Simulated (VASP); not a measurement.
## HRu20N: relaxation of the atoms with PBE

Slab: HRu20N, a slab with vacuum.

```
Ru N H
1.0
     5.41200    0.00000    0.00000
     2.70600    4.68693    0.00000
     0.00000    0.00000   22.56400
Ru N H
20 1 1
Cartesian
  0.0000 0.0000 7.0000
  2.7060 0.0000 7.0000
  1.3530 2.3435 7.0000
  4.0590 2.3435 7.0000
  5.4120 1.5623 9.1410
  2.7060 1.5623 9.1410
  6.7650 3.9058 9.1410
  4.0590 3.9058 9.1410
  0.0000 0.0000 11.2820
  2.7060 0.0000 11.2820
  1.3530 2.3435 11.2820
  4.0590 2.3435 11.2820
  5.4120 1.5623 13.4230
  2.7060 1.5623 13.4230
  6.7650 3.9058 13.4230
  4.0590 3.9058 13.4230
  0.0000 0.0000 15.5640
  2.7060 0.0000 15.5640
  1.3530 2.3435 15.5640
  4.0590 2.3435 15.5640
  5.4120 1.5623 16.6640
  5.4120 1.5623 17.6940
```

The cell was built by a generator and needn't be a form met in nature.

| Item | Value |
| --- | --- |
| Program | VASP 6.6.1 |
| Task | relaxation of the atoms |
| Functional | PBE |
| Potentials or basis | VASP PAW PBE potentials, release 64 (Ru_pv, N, H) |
| Cutoff | 520 eV |
| k mesh | 6 × 6 × 1 |
| Occupations | methfessel-paxton, width 0.15 eV |
| Spin | no spin polarisation |
| Dipole correction | yes |
| Further INCAR settings | ALGO = Normal; EDIFF = 1e-06; IBRION = 2; EDIFFG = -0.01; NSW = 60 |

| Quantity | Value |
| --- | --- |
| Energy gained by relaxing | 27.4 meV/atom |
| Ionic steps | 26 |
| Largest force after relaxing | 0.009 eV/Å |
| Band gap on the k mesh | none (metal or under the smearing width) |

Forces in eV/Å, atoms in the order of the input:
```
Ru   0.000 -0.001 -0.002
Ru   0.000  0.000  0.006
Ru   0.001  0.000 -0.002
Ru  -0.001  0.000 -0.002
Ru   0.000  0.000 -0.002
Ru   0.000 -0.003 -0.001
Ru  -0.003  0.002 -0.001
Ru   0.003  0.002 -0.001
Ru   0.000  0.000  0.000
Ru   0.000  0.000  0.000
Ru   0.000  0.000  0.000
Ru   0.000  0.000  0.000
Ru   0.000  0.000  0.000
Ru   0.000  0.001  0.001
Ru   0.001 -0.001  0.001
Ru  -0.001 -0.001  0.001
Ru   0.000 -0.001  0.002
Ru   0.000  0.000 -0.001
Ru   0.000  0.000  0.002
Ru   0.000  0.000  0.002
N    0.000  0.000  0.003
H    0.000  0.000 -0.009
```

Step by step:
```tsv
step	energy change (eV)	largest force (eV/Å)	pressure (GPa)
1	0.0000	3.3577	-0.31
2	0.4539	13.6567	0.34
3	-0.3460	3.0774	-0.45
4	-0.2939	2.7373	0.13
5	-0.5349	0.6050	-0.37
6	-0.5825	0.2923	-0.27
7	-0.5899	0.1637	-0.19
8	-0.5971	0.3231	-0.34
9	-0.5972	0.3793	-0.36
10	-0.5973	0.5170	-0.46
11	-0.5993	0.1852	-0.41
12	-0.6011	0.0991	-0.46
13	-0.6018	0.0787	-0.55
14	-0.6019	0.0596	-0.52
15	-0.6026	0.0437	-0.56
16	-0.6027	0.0742	-0.59
17	-0.6029	0.1419	-0.66
18	-0.6029	0.0859	-0.63
19	-0.6032	0.0316	-0.69
20	-0.6032	0.0208	-0.68
21	-0.6032	0.0193	-0.70
22	-0.6032	0.0239	-0.70
23	-0.6032	0.0176	-0.71
24	-0.6032	0.0174	-0.71
25	-0.6033	0.0133	-0.71
26	-0.6033	0.0089	-0.71
```

Final structure:
```cif
data_structure
_symmetry_space_group_name_H-M 'P 1'
_symmetry_Int_Tables_number 1
_cell_length_a 5.4120
_cell_length_b 5.4120
_cell_length_c 22.5640
_cell_angle_alpha 90.000
_cell_angle_beta 90.000
_cell_angle_gamma 60.000
_cell_volume 572.35
loop_
_atom_site_label
_atom_site_type_symbol
_atom_site_fract_x
_atom_site_fract_y
_atom_site_fract_z
_atom_site_occupancy
Ru1 Ru 0.99719 0.00562 0.31113 1
Ru2 Ru 0.50000 0.00000 0.31040 1
Ru3 Ru 0.99719 0.49719 0.31113 1
Ru4 Ru 0.50562 0.49719 0.31113 1
Ru5 Ru 0.83333 0.33333 0.40175 1
Ru6 Ru 0.33243 0.33514 0.40367 1
Ru7 Ru 0.83514 0.83243 0.40367 1
Ru8 Ru 0.33243 0.83243 0.40367 1
Ru9 Ru 0.99953 0.00095 0.49946 1
Ru10 Ru 0.50000 0.00000 0.49703 1
Ru11 Ru 0.99953 0.49953 0.49946 1
Ru12 Ru 0.50095 0.49953 0.49946 1
Ru13 Ru 0.83333 0.33333 0.59385 1
Ru14 Ru 0.33145 0.33711 0.59619 1
Ru15 Ru 0.83711 0.83145 0.59619 1
Ru16 Ru 0.33145 0.83145 0.59619 1
Ru17 Ru 0.00953 0.98094 0.69079 1
Ru18 Ru 0.50000 0.00000 0.68574 1
Ru19 Ru 0.00953 0.50953 0.69079 1
Ru20 Ru 0.48094 0.50953 0.69079 1
N1 N 0.83333 0.33333 0.74243 1
H1 H 0.83333 0.33333 0.78777 1
```

Levels at points of the mesh, in eV from the Fermi level:
```tsv
k point	band 141	band 142	band 143	band 144	band 145	band 146
(0.00, 0.00, 0.00)	0.56	0.61	0.61	0.75	0.95	0.95
(0.50, 0.00, 0.00)	-0.58	-0.45	-0.42	-0.32	-0.28	-0.24
```

It took 39 min on 8 MPI ranks on Intel(R) Xeon(R) 6975P-C (Granite Rapids), on a shared host, peak memory 0.28 GiB a rank.
